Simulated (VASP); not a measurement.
An input for Quantum ESPRESSO's pw.x (written as the equivalent of a VASP run, and not itself run):

```
&CONTROL
  calculation = 'vc-relax'
  pseudo_dir = './pseudo'
  outdir = './out'
  tprnfor = .true.
  tstress = .true.
  nstep = 30
  forc_conv_thr = 0.00039
/
&SYSTEM
  ibrav = 0
  nat = 6
  ntyp = 2
  ecutwfc = 84
  occupations = 'smearing'
  smearing = 'gaussian'
  degauss = 0.003675
  input_dft = 'pbesol'
/
&ELECTRONS
  conv_thr = 7.3e-09
  electron_maxstep = 100
/
&IONS
/
&CELL
  cell_dofree = 'shape'
/
ATOMIC_SPECIES
  Pb 207.200 Pb.upf
  O 15.999 O.upf
CELL_PARAMETERS angstrom
     4.8917375    0.0000000    0.0000000
     0.0000000    4.8917375    0.0000000
     0.0000000    0.0000000    3.3470845
ATOMIC_POSITIONS crystal
  Pb   0.0000000  0.0000000  0.0000000
  Pb   0.5000000  0.5000000  0.5000000
  O    0.3074102  0.3074102  0.0000000
  O    0.8074102  0.1925898  0.5000000
  O    0.1925898  0.8074102  0.5000000
  O    0.6925898  0.6925898  0.0000000
K_POINTS automatic
  5 5 7 0 0 0
```

Q: Translate this input to VASP (INCAR, KPOINTS, POSCAR, choice of POTCAR).

A: This is not unique; one that fits is 
File POSCAR:
```
PbO2
1
    4.8917375036     0.0000000000     0.0000000000
    0.0000000000     4.8917375036     0.0000000000
    0.0000000000     0.0000000000     3.3470845362
Pb O
2 4
Direct
  0.0000000000   0.0000000000   0.0000000000
  0.5000000000   0.5000000000   0.5000000000
  0.3074101816   0.3074101816   0.0000000000
  0.8074101816   0.1925898184   0.5000000000
  0.1925898184   0.8074101816   0.5000000000
  0.6925898184   0.6925898184   0.0000000000
```

INCAR:
```
# general
SYSTEM   =  PbO2
PREC     =  Accurate
ENCUT    =  520
LREAL    =  F
LASPH    =  T   # aspherical one-centre terms

# electronic loop
EDIFF    =  1E-7   # SCF stop (eV)
NELM     =  100
ALGO     =  Normal   # blocked Davidson
LMAXMIX  =  4   # l cut-off of mixed one-centre charges

# smearing
ISMEAR   =  0
SIGMA    =  0.05

# functional
GGA      =  PS   # PBEsol

# ions
IBRION   =  2   # conjugate gradients
NSW      =  30
ISIF     =  4   # ions and shape, fixed volume
EDIFFG   =  -0.01

# output
LWAVE    =  F
LCHARG   =  F
```

File KPOINTS:
```
Automatic mesh
0
Gamma
5 5 7
0 0 0
```

POTCAR, in this order: Pb_d O (PBE.64 set). Program: vasp_std.

The two are equivalent in intent, not identical: the potentials are each code's own (VASP's PAW set, PseudoDojo norm-conserving files in pw.x), so ENCUT and ecutwfc are chosen apart and not converted; conv_thr bounds pw.x's estimated SCF error, while EDIFF bounds the energy change between steps; forc_conv_thr acts on force components and is met together with etot_conv_thr.

The compound is PbO2 in the rutile structure. This cell is one point of a volume scan, at 0.94 of the reference volume. Symmetry was kept, so distortions that lower it aren't found.
